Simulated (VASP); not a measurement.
Computed with r2SCAN meta-GGA, VASP's PBE PAW potentials (set 64) (plane waves; VASP).

A VASP calculation is set up with these files.

**INCAR**
```
SYSTEM = Si
PREC = Accurate
ENCUT = 400
EDIFF = 1E-8
NELM = 100
ALGO = Normal
LREAL = .FALSE.
LASPH = .TRUE.
ISMEAR = 0
SIGMA = 0.05
METAGGA = R2SCAN
LMIXTAU = .TRUE.
LWAVE = .FALSE.
LCHARG = .FALSE.
IBRION = 1
ISIF = 2
NSW = 30
EDIFFG = -0.001
```

File KPOINTS:
```
K-points
0
gamma
8 8 8
```

POSCAR:
```
Si
1
   -0.0000000000     2.7198060285     2.7198060285
    2.7198060285    -0.0000000000     2.7198060285
    2.7198060285     2.7198060285     0.0000000000
Si
2
Direct
  0.0000000000   0.0000000000   0.0000000000
  0.2500000000   0.2500000000   0.2500000000
```

POTCAR, in this order: Si (PBE.64 set). Program: vasp_std.

What VASP printed:

File OUTCAR:
```
 ion  position               nearest neighbor table
   1  0.000  0.000  0.000-   2 2.36   2 2.36   2 2.36   2 2.36
   2  0.250  0.250  0.250-   1 2.36   1 2.36   1 2.36   1 2.36
  LATTYP: Found a face centered cubic cell.
 ALAT       =     5.4396120570
 Subroutine PRICEL returns:
 Original cell was already a primitive cell.
 Subroutine GETGRP returns: Found 48 space group operations
The static configuration has the point symmetry T_d .
 The point group associated with its full space group is O_h .
The dynamic configuration has the point symmetry T_d .
 Subroutine INISYM returns: Found 48 space group operations
 Subroutine IBZKPT returns following result:
 Found     29 irreducible k-points:

 Following reciprocal coordinates:
            Coordinates               Weight
  0.000000  0.000000  0.000000      1.000000
  0.125000  0.000000  0.000000      8.000000
  0.250000  0.000000  0.000000      8.000000
  0.375000  0.000000  0.000000      8.000000
  0.500000  0.000000  0.000000      4.000000
  0.125000  0.125000  0.000000      6.000000
  0.250000  0.125000  0.000000     24.000000
  0.375000  0.125000  0.000000     24.000000
  0.500000  0.125000  0.000000     24.000000
 -0.375000  0.125000  0.000000     24.000000
 -0.250000  0.125000  0.000000     24.000000
 -0.125000  0.125000  0.000000     12.000000
  0.250000  0.250000  0.000000      6.000000
  0.375000  0.250000  0.000000     24.000000
  0.500000  0.250000  0.000000     24.000000
 -0.375000  0.250000  0.000000     24.000000
 -0.250000  0.250000  0.000000     12.000000
  0.375000  0.375000  0.000000      6.000000
  0.500000  0.375000  0.000000     24.000000
 -0.375000  0.375000  0.000000     12.000000
  0.500000  0.500000  0.000000      3.000000
  0.375000  0.250000  0.125000     24.000000
  0.500000  0.250000  0.125000     48.000000
...
```

File OSZICAR:
```
       N       E                     dE             d eps       ncg     rms          rms(c)
DAV:   1    -0.390631217931E+01   -0.39063E+01   -0.29129E+03   464   0.642E+02
DAV:   2    -0.185327185580E+02   -0.14626E+02   -0.13700E+02   736   0.747E+01
DAV:   3    -0.187142113497E+02   -0.18149E+00   -0.18149E+00   560   0.102E+01
DAV:   4    -0.187150114075E+02   -0.80006E-03   -0.80006E-03   784   0.775E-01
DAV:   5    -0.187150116000E+02   -0.19246E-06   -0.19228E-06   608   0.120E-02    0.599E+00
DAV:   6    -0.175422403435E+02    0.11728E+01   -0.14591E-01   544   0.291E+00    0.421E+00
DAV:   7    -0.184961853479E+02   -0.95395E+00   -0.62385E-01   512   0.398E+00    0.834E-01
DAV:   8    -0.175444213271E+02    0.95176E+00   -0.14892E-01   488   0.269E+00    0.432E-01
DAV:   9    -0.175172831094E+02    0.27138E-01   -0.65090E-02   504   0.204E+00    0.310E-01
DAV:  10    -0.175476711355E+02   -0.30388E-01   -0.26582E-02   464   0.144E+00    0.813E-02
DAV:  11    -0.175479279523E+02   -0.25682E-03   -0.30566E-04   728   0.164E-01    0.456E-02
DAV:  12    -0.175479605124E+02   -0.32560E-04   -0.17212E-04   496   0.153E-01    0.387E-02
DAV:  13    -0.175479271901E+02    0.33322E-04   -0.68667E-05   520   0.108E-01    0.186E-02
DAV:  14    -0.175479582050E+02   -0.31015E-04   -0.16319E-05   512   0.469E-02    0.985E-03
DAV:  15    -0.175479570869E+02    0.11180E-05   -0.13635E-06   592   0.154E-02    0.796E-03
DAV:  16    -0.175479568686E+02    0.21831E-06   -0.17921E-07   672   0.389E-03    0.192E-03
DAV:  17    -0.175479569530E+02   -0.84342E-07   -0.59430E-08   512   0.246E-03    0.213E-03
DAV:  18    -0.175479570322E+02   -0.79277E-07   -0.15350E-08   544   0.174E-03    0.139E-03
DAV:  19    -0.175479569167E+02    0.11558E-06   -0.51614E-08   480   0.309E-03    0.679E-04
DAV:  20    -0.175479569906E+02   -0.73916E-07   -0.28788E-09   368   0.725E-04    0.135E-04
DAV:  21    -0.175479569599E+02    0.30679E-07   -0.13455E-09   288   0.409E-04    0.100E-04
DAV:  22    -0.175479569785E+02   -0.18632E-07   -0.49567E-10   288   0.216E-04    0.867E-06
DAV:  23    -0.175479569673E+02    0.11197E-07   -0.12466E-10   280   0.114E-04    0.432E-06
DAV:  24    -0.175479569679E+02   -0.60209E-09   -0.12261E-11   272   0.330E-05
   1 F= -.17547957E+02 E0= -.17547957E+02  d E =-.175480E+02
```

File OUTCAR:
```
------------------------ aborting loop because EDIFF is reached ----------------------------------------
  FORCE on cell =-STRESS in cart. coord.  units (eV):
  Direction    XX          YY          ZZ          XY          YZ          ZX
  --------------------------------------------------------------------------------------
  Total        0.0031034      0.0031034      0.0031034      0.0000000      0.0000000     -0.0000000
  in kB        0.1235692      0.1235692      0.1235692      0.0000000      0.0000000     -0.0000000
  external PRESSURE =       0.1235692 kB  Pullay stress =       0.0000000 kB
  volume of cell :       40.24
      direct lattice vectors                 reciprocal lattice vectors
     0.000000000  2.719806028  2.719806028    -0.183836639  0.183836639  0.183836639
     2.719806028  0.000000000  2.719806028     0.183836639 -0.183836639  0.183836639
     2.719806028  2.719806028  0.000000000     0.183836639  0.183836639 -0.183836639
 POSITION                                       TOTAL-FORCE (eV/Angst)
 -----------------------------------------------------------------------------------
      0.00000      0.00000      0.00000        -0.000000     -0.000000     -0.000000
      1.35990      1.35990      1.35990         0.000000      0.000000      0.000000
 -----------------------------------------------------------------------------------
    total drift:                                0.000000      0.000000     -0.000000
  FREE ENERGIE OF THE ION-ELECTRON SYSTEM (eV)
  ---------------------------------------------------
  free  energy   TOTEN  =       -17.5479569679 eV

  energy  without entropy=      -17.5479569679  energy(sigma->0) =      -17.54795697

 reached required accuracy - stopping structural energy minimisation
```
(Selected blocks of OUTCAR.)

File OUTCAR:
```
 val. band max:        5.6890987513   @ k =   0.0000   0.0000   0.0000

 cond. band min:       6.5109593257   @ k =   0.3750   0.3750   0.0000


 Fermi energy:         5.8942551969

 k-point     1 :       0.0000    0.0000    0.0000
  band No.  band energies     occupation
      1      -6.8023      2.00000
      2       5.6891      2.00000
      3       5.6891      2.00000
      4       5.6891      2.00000
      5       8.4452      0.00000
      6       8.4452      0.00000
      7       8.4452      0.00000
      8       9.6176      0.00000

 k-point     2 :       0.1250    0.0000    0.0000
  band No.  band energies     occupation
      1      -6.5884      2.00000
      2       4.0549      2.00000
      3       5.3854      2.00000
      4       5.3854      2.00000
      5       8.4785      0.00000
      6       8.8928      0.00000
      7       8.8928      0.00000
      8      10.9252      0.00000

 k-point     3 :       0.2500    0.0000    0.0000
  band No.  band energies     occupation
      1      -5.9642      2.00000
      2       1.6277      2.00000
      3       4.8875      2.00000
      4       4.8875      2.00000
      5       8.0414      0.00000
      6       9.4444      0.00000
      7       9.4444      0.00000
      8      13.2051      0.00000

 k-point     4 :       0.3750    0.0000    0.0000
  band No.  band energies     occupation
      1      -5.0285      2.00000
      2      -0.4861      2.00000
      3       4.5398      2.00000
      4       4.5398      2.00000
      5       7.6833      0.00000
      6       9.3935      0.00000
      7       9.3935      0.00000
      8      14.1782      0.00000

 k-point     5 :       0.5000    0.0000    0.0000
  band No.  band energies     occupation
      1      -4.3624      2.00000
      2      -1.5550      2.00000
      3       4.4206      2.00000
      4       4.4206      2.00000
      5       7.5556      0.00000
      6       9.2793      0.00000
      7       9.2793      0.00000
...
```

The compound is Si in the diamond structure. It was relaxed first. The start is the result of an earlier pass.
